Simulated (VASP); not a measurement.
Given:

```xyz
2
Lattice="0.0000 2.6550 2.6550 2.6550 0.0000 2.6550 2.6550 2.6550 0.0000" Properties=species:S:1:pos:R:3 pbc="T T T"
Mg     0.0000     0.0000     0.0000
Se     2.6550     2.6550     2.6550
```

Level of theory: PBE GGA with D3 dispersion (Becke-Johnson damping), VASP's PBE PAW potentials (set 64) (plane waves; VASP). Numerical set-up: 520 eV cut-off, 8×8×8 Γ-centred mesh, Gaussian smearing of 0.050 eV, potentials Mg Se.

Problem. Give the stress tensor in GPa (positive for a compressed cell).

Solution. 
```
4.77  0.00  0.00
0.00  4.77  0.00
0.00  0.00  4.77
```
The pressure is its mean diagonal, 4.77 GPa.

The compound is MgSe in the rock salt structure. This cell is one point of a volume scan, at 0.94 of the reference volume.
